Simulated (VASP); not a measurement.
Input:

```yaml
crystal:
  lattice:
    - [0.00000, 1.96000, 1.96000]
    - [1.96000, 0.00000, 1.96000]
    - [1.96000, 1.96000, 0.00000]
  atoms:
    - { symbol: Pt, position: [0.00000, 0.00000, 0.00000] }
```

Computed with PBE GGA, VASP's PBE PAW potentials (set 64) (plane waves; VASP 6.6.1). Numerical set-up: 300 eV cut-off, 19×19×19 Γ-centred mesh, Gaussian smearing of 0.14 eV, potentials Pt.

Q: Give the energies of bands 1 to 6 at the high-symmetry points, in eV from the Fermi level.

A: 
```tsv
band	Γ	X	U	L	W
1	-10.23	-7.08	-6.27	-7.33	-5.67
2	-3.79	-6.62	-5.47	-3.85	-4.56
3	-3.79	0.02	-2.86	-3.85	-4.56
4	-3.79	0.51	-1.31	-0.47	-2.00
5	-1.62	0.51	-0.16	0.05	0.51
6	-1.62	1.78	5.75	0.05	7.13
```

It has no gap at this level: it comes out as a metal or semimetal.

The structure is a typed Pt crystal (Fm-3m). The cell was not relaxed at this level.
